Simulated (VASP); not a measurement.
Input:

```yaml
crystal:
  lattice:
    - [0.00000, 2.32643, 2.32643]
    - [2.32643, 0.00000, 2.32643]
    - [2.32643, 2.32643, 0.00000]
  atoms:
    - { symbol: Yb, position: [0.00000, 0.00000, 0.00000] }
    - { symbol: O, position: [0.50000, 0.50000, 0.50000] }
```

Level of theory: SCAN meta-GGA with spin-orbit coupling, VASP's PBE PAW potentials (set 64) (plane waves; VASP). Numerical set-up: 520 eV cut-off, 9×9×9 Γ-centred mesh, Gaussian smearing of 0.050 eV, potentials Yb_2 O.

The 4f electrons are frozen in the core of the lanthanide potential, so 4f levels, which can set the real gap, and their magnetism are missing.

Task: What does the run give for the energy per atom (σ→0), band gap (over mesh and band path) with the smallest direct gap where there is one?

Result: 
```
Property                                                Result
---------------------------------------------  ---------------
band gap (over mesh and band path)                     3.74 eV
smallest direct gap (over mesh and band path)          3.76 eV
energy per atom (σ→0)                          -32.267 eV/atom
```

Only differences to runs with the same potentials and settings are physical.

The structure comes from a measured YbO entry (Fm-3m) of the Crystallography Open Database, whose conditions weren't checked. It was relaxed first, which changed the volume by -12 %.
